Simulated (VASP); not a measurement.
# LaBe (Pm-3m) in VASP: notebook

The runs below take LaBe through relaxation of cell and atoms, with PBE.

Program: VASP 6.6.1. These are calculated values, not measurements. Logs are shortened: lines on timing, memory, paths and dates and some standing lists are left out, and cuts for length are marked.

**1. The structure**

Symmetry: Pm-3m, No. 221, cubic system. The conventional cell has a = 3.599 Å, b = 3.599 Å, c = 3.599 Å, α = 90.00°, β = 90.00°, γ = 90.00°. La (site symmetry m-3m) is surrounded by 8 Be at 3.12 Å. Be (site symmetry m-3m) has 8 La at 3.12 Å as nearest neighbours.

The cell was built by a generator and needn't be a form met in nature.

**2. Relaxation of cell and atoms, PBE, target pressure 20 GPa, at which the enthalpy is minimised**

INCAR reads:

```
SYSTEM = LaBe
PREC = Accurate
ENCUT = 600
EDIFF = 1E-7
ISMEAR = -1
SIGMA = 0.05
LREAL = .FALSE.
LASPH = .TRUE.
NELM = 80
ALGO = Normal
ISIF = 3
LWAVE = .FALSE.
LCHARG = .FALSE.
GGA = PE
IBRION = 2
NSW = 60
EDIFFG = -0.01
PSTRESS = 200
```

KPOINTS reads:

```
Automatic mesh
0
G
  7 7 7
  0 0 0
```

POSCAR reads:

```
LaBe
1.0
    3.5986300000      0.0000000000      0.0000000000
    0.0000000000      3.5986300000      0.0000000000
    0.0000000000      0.0000000000      3.5986300000
La Be
1 1
Direct
    0.0000000000      0.0000000000      0.0000000000
    0.5000000000      0.5000000000      0.5000000000
```

Potentials or basis: VASP PAW PBE potentials, release 64 (La, Be).

Run with:

```console
cat potpaw_PBE.64/La/POTCAR potpaw_PBE.64/Be/POTCAR > POTCAR
mpirun -np 1 vasp_std > vasp.out
```

OUTCAR:

```text
SYSTEM = LaBe
   PREC = Accurate
   ENCUT = 600
   EDIFF = 1E-7
   ISMEAR = -1
   LREAL = .FALSE.
   LASPH = .TRUE.
   NELM = 80
   ISIF = 3
   GGA = PE
   IBRION = 2
   NSW = 60
   EDIFFG = -0.01
   PSTRESS = 200

 ion  position               nearest neighbor table
   1  0.000  0.000  0.000-
   2  0.500  0.500  0.500-

  LATTYP: Found a simple cubic cell.
 ALAT       =     3.5986300000

  Lattice vectors:

 A1 = (   3.5986300000,   0.0000000000,   0.0000000000)
 A2 = (   0.0000000000,   3.5986300000,   0.0000000000)
 A3 = (   0.0000000000,   0.0000000000,   3.5986300000)

Analysis of symmetry for initial positions (statically):
=====================================================================
 Subroutine PRICEL returns:
 Original cell was already a primitive cell.

 Routine SETGRP: Setting up the symmetry group for a
 simple cubic supercell.

 Subroutine GETGRP returns: Found 48 space group operations
 (whereof 48 operations were pure point group operations)
 out of a pool of 48 trial point group operations.

The static configuration has the point symmetry O_h .

Analysis of symmetry for dynamics (positions and initial velocities):
=====================================================================
 Subroutine PRICEL returns:
 Original cell was already a primitive cell.

 Routine SETGRP: Setting up the symmetry group for a
 simple cubic supercell.

 Subroutine GETGRP returns: Found 48 space group operations
 (whereof 48 operations were pure point group operations)
 out of a pool of 48 trial point group operations.

The dynamic configuration has the point symmetry O_h .

 Subroutine INISYM returns: Found 48 space group operations
 (whereof 48 operations are pure point group operations),
 and found     1 'primitive' translations

----------------------------------------------------------------------------------------

                                     Primitive cell

  volume of cell :      46.6028

  direct lattice vectors                    reciprocal lattice vectors
     3.598630000  0.000000000  0.000000000     0.277883528  0.000000000  0.000000000
     0.000000000  3.598630000  0.000000000     0.000000000  0.277883528  0.000000000
     0.000000000  0.000000000  3.598630000     0.000000000  0.000000000  0.277883528

  length of vectors
     3.598630000  3.598630000  3.598630000     0.277883528  0.277883528  0.277883528

  position of ions in fractional coordinates (direct lattice)
     0.000000000  0.000000000  0.000000000
     0.500000000  0.500000000  0.500000000

  ion indices of the primitive-cell ions
   primitive index   ion index
                 1           1
                 2           2

----------------------------------------------------------------------------------------

 KPOINTS: Automatic mesh

Automatic generation of k-mesh.
 Grid dimensions read from file:
 generate k-points for:    7    7    7

 Generating k-lattice:

  Cartesian coordinates                     Fractional coordinates (reciprocal lattice)
     0.039697647  0.000000000  0.000000000     0.142857143  0.000000000  0.000000000
     0.000000000  0.039697647  0.000000000     0.000000000  0.142857143  0.000000000
     0.000000000  0.000000000  0.039697647     0.000000000  0.000000000  0.142857143

  Length of vectors
     0.039697647  0.039697647  0.039697647

  Shift w.r.t. Gamma in fractional coordinates (k-lattice)
     0.000000000  0.000000000  0.000000000

 Subroutine IBZKPT returns following result:
 ===========================================

 Found     20 irreducible k-points:

 Following reciprocal coordinates:
            Coordinates               Weight
  0.000000  0.000000  0.000000      1.000000
  0.142857  0.000000  0.000000      6.000000
  0.285714  0.000000  0.000000      6.000000
  0.428571  0.000000  0.000000      6.000000
  0.142857  0.142857  0.000000     12.000000
  0.285714  0.142857  0.000000     24.000000
[... 12 lines left out ...]
  0.428571  0.428571  0.285714     24.000000
  0.428571  0.428571  0.428571      8.000000
   k-points           NKPTS =     20   k-points in BZ     NKDIM =     20   number of bands    NBANDS=     10
   number of dos      NEDOS =    301   number of ions     NIONS =      2
   total plane-waves  NPLWV =  27000
   dimension x,y,z NGX =    30 NGY =   30 NGZ =   30
   dimension x,y,z NGXF=    60 NGYF=   60 NGZF=   60
   ions per type =               1   1
   NGX,Y,Z   is equivalent  to a cutoff of  13.86, 13.86, 13.86 a.u.
   NGXF,Y,Z  is equivalent  to a cutoff of  27.72, 27.72, 27.72 a.u.
 SYSTEM =  LaBe
   PREC   = accura    normal or accurate (medium, high low for compatibility)
   ISTART =      0    job   : 0-new  1-cont  2-samecut
   ICHARG =      2    charge: 1-file 2-atom 10-const
   ISPIN  =      1    spin polarized calculation?
   LNONCOLLINEAR =      F non collinear calculations
   LSORBIT =      F    spin-orbit coupling
   LASPH  =      T    aspherical Exc in radial PAW
   ENCUT  =  600.0 eV  44.10 Ry    6.64 a.u.   7.19  7.19  7.19*2*pi/ulx,y,z
   NELM   =     80;   NELMIN=  2; NELMDL= -5     # of ELM steps
   EDIFF  = 0.1E-06   stopping-criterion for ELM
   LREAL  =      F    real-space projection
   EDIFFG = -.1E-01   stopping-criterion for IOM
   NSW    =     60    number of steps for IOM
   IBRION =      2    ionic relax: 0-MD 1-quasi-New 2-CG
   NFREE  =      1    steps in history (QN), initial steepest desc. (CG)
   ISIF   =      3    stress and relaxation
   ISYM   =      2    0-nonsym 1-usesym 2-fastsym
   POTIM  = 0.5000    time-step for ionic-motion
   TEBEG  =    0.0;   TEEND  =   0.0 temperature during run
   PSTRESS=  200.0 pullay stress
   NELECT =      13.0000    total number of electrons
   NUPDOWN=      -1.0000    fix difference up-down
   EMIN   =  10.00;   EMAX   =-10.00  energy-range for DOS
   EFERMI =   0.00;   METHOD = LEGACY
   ISMEAR =    -1;   SIGMA  =   0.05  broadening in eV -4-tet -1-fermi 0-gaus
   EFERMI_NEDOS =   21; number of points for ismear=-14 and -15
   IALGO  =     38    algorithm
   IMIX   =      4    mixing-type and parameters
     AMIX     =   0.40;   BMIX     =  1.00
     AMIX_MAG =   1.60;   BMIX_MAG =  1.00
  volume/ion in A,a.u.               =      23.30       157.25
  Fermi-wavevector in a.u.,A,eV,Ry     =   1.069676  2.021394 15.567866  1.144206
  Thomas-Fermi vector in A             =   2.205362
   LORBIT       =      0    0 simple, 1 ext, 2 COOP (PROOUT), +10 PAW based schemes
   GGA     = PE    functional components
   LHFCALC =     F    Hartree Fock is set to
   AEXX    =    0.0000 exact exchange contribution
   IVDW    =     0    specifies the selected vdW correction
   LEPSILON=     F    determine dielectric tensor
   LRPA    =     F    only Hartree local field effects (RPA)
 conjugate gradient relaxation of ions
 non-spin polarized calculation
  energy-cutoff  :      600.00
  volume of cell :       46.60
 maximum number of plane-waves:      1571
 NGX is ok and might be reduce to    30
   NGX = 15   NGY = 15   NGZ = 15

--------------------------------------- Ionic step        1  -------------------------------------------

 number of electron      12.9999998 magnetization

 Free energy of the ion-electron system (eV)
  ---------------------------------------------------
  ext. energy  EPLUGINS =         0.00000000
  ---------------------------------------------------
  free energy    TOTEN  =        -8.17611459 eV

  energy without entropy =       -8.15794385  energy(sigma->0) =       -8.16702922

 E-fermi :   7.0244     XC(G=0):  -9.7344

 val. band max:        7.0214779772   @ k =   0.4286   0.1429   0.1429
 cond. band min:       7.0423537221   @ k =   0.1429   0.1429   0.1429
 fundamental gap:      0.0208757448
 Fermi energy:         7.0244192472

 k-point     1 :       0.0000    0.0000    0.0000
  band No.  band energies     occupation
      1     -25.4335      2.00000
      2      -8.6754      2.00000
      3      -8.6754      2.00000
      4      -8.6754      2.00000
      5       1.9929      2.00000
      6       6.5425      1.99987
      7       6.5425      1.99987
      8       9.0392      0.00000
      9       9.0392      0.00000
     10       9.0392      0.00000
[... 617 lines left out ...]
  FREE ENERGIE OF THE ION-ELECTRON SYSTEM (eV)
  ---------------------------------------------------
  free  energy   TOTEN  =        -7.6174411974 eV

  energy  without entropy=       -7.6038278966  energy(sigma->0) =       -7.61063455

  enthalpy is  TOTEN    =        -3.1584212514 eV   P V=        4.4590199461

--------------------------------------- Ionic step        4  -------------------------------------------

 number of electron      13.0000000 magnetization

 Free energy of the ion-electron system (eV)
  ---------------------------------------------------
  ext. energy  EPLUGINS =         0.00000000
  ---------------------------------------------------
  free energy    TOTEN  =        -7.59306452 eV

  energy without entropy =       -7.57957152  energy(sigma->0) =       -7.58631802

 E-fermi :   9.6838     XC(G=0): -10.8383

 val. band max:        9.6474993292   @ k =   0.1429   0.1429   0.0000
 cond. band min:       9.7020610755   @ k =   0.2857   0.1429   0.1429
 fundamental gap:      0.0545617463
 Fermi energy:         9.6837630226

 k-point     1 :       0.0000    0.0000    0.0000
  band No.  band energies     occupation
      1     -22.3688      2.00000
      2      -5.1565      2.00000
      3      -5.1565      2.00000
      4      -5.1565      2.00000
      5       4.6422      2.00000
      6       8.7519      2.00000
      7       8.7519      2.00000
      8      12.3611      0.00000
      9      12.3611      0.00000
     10      12.3611      0.00000
[... 267 lines left out ...]
 POSITION                                       TOTAL-FORCE (eV/Angst)
 -----------------------------------------------------------------------------------
      0.00000      0.00000      0.00000         0.000000     -0.000000      0.000000
      1.64363      1.64363      1.64363        -0.000000      0.000000      0.000000
 -----------------------------------------------------------------------------------
    total drift:                               -0.000000     -0.000000     -0.000000

  FREE ENERGIE OF THE ION-ELECTRON SYSTEM (eV)
  ---------------------------------------------------
  free  energy   TOTEN  =        -7.5930645244 eV

  energy  without entropy=       -7.5795715176  energy(sigma->0) =       -7.58631802

  enthalpy is  TOTEN    =        -3.1587971913 eV   P V=        4.4342673330

 reached required accuracy - stopping structural energy minimisation
```

It took 90 s on 1 thread of AMD EPYC 7R43 (Zen 3), shared host; peak memory 0.16 GiB.

What came out:

```
Free energy                                            : -7.5931 eV
Relaxed volume                                         : 17.76 Å³/atom
Relaxed cell                                           : a = 3.287 Å, b = 3.287 Å, c = 3.287 Å, α = 90.00°, β = 90.00°, γ = 90.00°
Space group after relaxing (to 0.05 Å)                 : Pm-3m (No. 221)
Energy change on relaxing (the enthalpy is what falls) : +291.5 meV/atom
Ionic steps                                            : 4
Pressure after relaxing                                : 20.0 GPa
Band gap on the k mesh                                 : none (metal or under the smearing width)
```

Step by step:
| step | energy change (eV) | largest force (eV/Å) | pressure (GPa) | volume (Å³) |
| --- | --- | --- | --- | --- |
| 1 | 0.0000 | 0.0000 | 0.20 | 46.60 |
| 2 | 1.6922 | 0.0000 | 43.97 | 29.75 |
| 3 | 0.5587 | 0.0000 | 19.40 | 35.72 |
| 4 | 0.5831 | 0.0000 | 19.98 | 35.52 |

Final structure:
```
La Be
1.0
     3.28726    0.00000    0.00000
     0.00000    3.28726    0.00000
     0.00000    0.00000    3.28726
La Be
1 1
Cartesian
  0.0000 0.0000 0.0000
  1.6436 1.6436 1.6436
```

Caveat: the cell is relaxed towards a set pressure, so the enthalpy falls and the energy may rise; the volume moved by over 15 % at a fixed basis, so the end points are rough. Spin-orbit coupling is left out, which matters for the levels of La.

[end of part 1 of 2]
